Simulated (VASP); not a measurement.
Fe, 1 atom in the cell. Symmetry: Im-3m, No. 229, cubic system. Conventional cell: a = 2.746 Å, b = 2.746 Å, c = 2.746 Å, α = 90.00°, β = 90.00°, γ = 90.00°. Fe (site symmetry m-3m) has 8 Fe at 2.38 Å as nearest neighbours. 

```yaml
Program: VASP 6.6.1
Task: relaxation of cell and atoms
Functional: LDA
Potentials_or_basis: VASP PAW LDA potentials, release 64 (Fe)
Cutoff: 600 eV
k_mesh: 18 × 18 × 18
Occupations: methfessel-paxton, width 0.1 eV
Spin: collinear spin, ferromagnetic start
Starting_moments: "[4.0] μB"
Further_INCAR_settings: ALGO = Normal; EDIFF = 1e-07; AMIX = 0.2; BMIX = 0.0001; IBRION = 2; EDIFFG = -0.005; NSW = 90; ISIF = 3
```

Potentials or basis: VASP PAW LDA potentials, release 64 (Fe).

Launch:

```sh
$ cat potpaw_LDA.64/Fe/POTCAR > POTCAR
$ mpirun -np 1 vasp_std > vasp.out
```

Hardware: 1 thread of Intel(R) Xeon(R) 6975P-C (Granite Rapids), on a shared host.

Task: Estimate the wall time of this run.

Result: Run time: 19 s on 1 thread of Intel(R) Xeon(R) 6975P-C (Granite Rapids) (shared host), peak memory 0.15 GiB. Counts: scf iterations 15, k points 195, ion steps 1.
